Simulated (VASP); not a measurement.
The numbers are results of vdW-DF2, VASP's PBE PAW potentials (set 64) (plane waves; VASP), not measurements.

A VASP calculation is set up with these files.

### INCAR
```
AGGAC  =  0.0
ALGO  =  Normal
EDIFF  =  1E-6
EDIFFG  =  -0.01
ENCUT  =  520
GGA  =  ML
IBRION  =  2
ISIF  =  3
ISMEAR  =  1
LASPH  =  .TRUE.
LCHARG  =  .FALSE.
LMAXMIX  =  4
LREAL  =  .FALSE.
LUSE_VDW  =  .TRUE.
LWAVE  =  .FALSE.
NELM  =  100
NSW  =  60
PREC  =  Accurate
SIGMA  =  0.1
SYSTEM  =  Sb
ZAB_VDW  =  -1.8867
```

### KPOINTS
```
kpoints
0
G
  9 9 9
0 0 0
```

**POSCAR**
```
Sb
1
    4.5463898339    -2.2371265878     0.1451410863
    4.5463898339     2.2371265878     0.1451410863
    3.3281450860    -0.0000000000     3.8234682370
Sb
2
Direct
  0.2261344861   0.2261344861   0.2261344861
  0.7738655139   0.7738655139   0.7738655139
```

POTCAR, in this order: Sb (PBE.64 set). Program: vasp_std.

The run wrote:

### OSZICAR
```
       N       E                     dE             d eps       ncg     rms          rms(c)
DAV:   1     0.433528795159E+02    0.43353E+02   -0.35865E+03  1530   0.855E+02
DAV:   2    -0.190735786412E+01   -0.45260E+02   -0.44453E+02  2314   0.118E+02
DAV:   3    -0.363982318007E+01   -0.17325E+01   -0.16995E+01  1829   0.290E+01
DAV:   4    -0.365613918971E+01   -0.16316E-01   -0.16312E-01  1752   0.333E+00
DAV:   5    -0.365635242520E+01   -0.21324E-03   -0.21323E-03  1683   0.402E-01    0.257E+00
DAV:   6    -0.364688364548E+01    0.94688E-02   -0.24699E-02  1609   0.125E+00    0.156E+00
DAV:   7    -0.364844862540E+01   -0.15650E-02   -0.54856E-02  1562   0.190E+00    0.128E-01
DAV:   8    -0.364867335806E+01   -0.22473E-03   -0.22670E-03  1580   0.454E-01    0.512E-02
DAV:   9    -0.364874596935E+01   -0.72611E-04   -0.18869E-04  1700   0.144E-01    0.294E-02
DAV:  10    -0.364875837732E+01   -0.12408E-04   -0.27364E-05  1623   0.578E-02    0.413E-03
DAV:  11    -0.364875899319E+01   -0.61587E-06   -0.28871E-06  1558   0.186E-02
   1 F= -.36487590E+01 E0= -.36487411E+01  d E =-.364876E+01
```

OUTCAR:
```
------------------------ aborting loop because EDIFF is reached ----------------------------------------
  FORCE on cell =-STRESS in cart. coord.  units (eV):
  Direction    XX          YY          ZZ          XY          YZ          ZX
  --------------------------------------------------------------------------------------
  Total        0.0074939      0.0053817      0.0056133      0.0000000      0.0000000      0.0006996
  in kB        0.1587857      0.1140305      0.1189397      0.0000000      0.0000000      0.0148227
  external PRESSURE =       0.1305853 kB  Pullay stress =       0.0000000 kB
  volume of cell :       75.61
      direct lattice vectors                 reciprocal lattice vectors
     4.546389834 -2.237126588  0.145141086     0.113120854 -0.223500987 -0.098466259
     4.546389834  2.237126588  0.145141086     0.113120854  0.223500987 -0.098466259
     3.328145086  0.000000000  3.823468237    -0.008588267  0.000000000  0.269018319
 POSITION                                       TOTAL-FORCE (eV/Angst)
 -----------------------------------------------------------------------------------
      2.80880      0.00000      0.93026        -0.002610      0.000000     -0.000864
      9.61213      0.00000      3.18349         0.002610      0.000000      0.000864
 -----------------------------------------------------------------------------------
    total drift:                                0.000000      0.000000      0.000000
  FREE ENERGIE OF THE ION-ELECTRON SYSTEM (eV)
  ---------------------------------------------------
  free  energy   TOTEN  =        -3.6487589932 eV

  energy  without entropy=       -3.6487051970  energy(sigma->0) =       -3.64874106

 reached required accuracy - stopping structural energy minimisation
```
(Selected blocks of OUTCAR.)

The compound is Sb in the a7 structure. It was relaxed first, which changed the volume by +25 %. The start is the result of an earlier pass.
